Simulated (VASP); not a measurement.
## AlN (space group F-43m): computed properties

All values below come from PBEsol GGA, VASP's PBE PAW potentials (set 64) (plane waves; VASP).

space group: F-43m (216)
cell: a = 4.3775 Å, b = 4.3775 Å, c = 4.3775 Å, α = 90.00°, β = 90.00°, γ = 90.00°
volume per atom: 10.49 Å³/atom
band gap (over mesh and band path): 3.18 eV
smallest direct gap (over mesh and band path): 4.08 eV
Hill bulk modulus: 202 GPa
Hill shear modulus: 119 GPa
Poisson's ratio: 0.253
band-edge character: indirect, K-Γ at 0.93 to X
density: 3.25 g/cm³
mean ε∞ (DFPT): 4.64
mean ε∞ (independent particles): 4.82
C11: 288 GPa
C12: 159 GPa
C44: 180 GPa

```
AlN
1.0
    0.00000     2.18875     2.18875
    2.18875     0.00000     2.18875
    2.18875     2.18875     0.00000
Al N
1 1
Cartesian
  0.00000   0.00000   0.00000
  3.28313   3.28313   3.28313
```

The structure comes from a computed database's AlN entry (F-43m); how it stands against other phases isn't given here. It was relaxed first. Symmetry was kept, so distortions that lower it aren't found.
